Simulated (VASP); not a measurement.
Here is the system:

```
CELL_PARAMETERS angstrom
      1.60012    -2.77148     0.00000
      1.60012     2.77148     0.00000
      0.00000     0.00000     5.15616
ATOMIC_POSITIONS crystal
  Zr 0.33333 0.66667 0.25000
  Zr 0.66667 0.33333 0.75000
```

Method: rev-vdW-DF2, VASP's PBE PAW potentials (set 64) (plane waves; VASP 6.6.1). Settings: 520 eV cut-off, 13×13×7 Γ-centred mesh, first-order Methfessel-Paxton smearing of 0.10 eV, potentials Zr_sv.

### Question
What does the run give for the energy per atom (σ→0), band gap (on the k-mesh) with the smallest direct gap where there is one?

### Answer

| Property | Result |
|---|---|
| band gap (on the k-mesh) | none (metal, semimetal or under 0.01 eV) |
| energy per atom (σ→0) | -6.243 eV/atom |

Total energies compare only between runs with the same potentials, cut-off and functional.

The compound is Zr in the hcp structure. It was relaxed first.
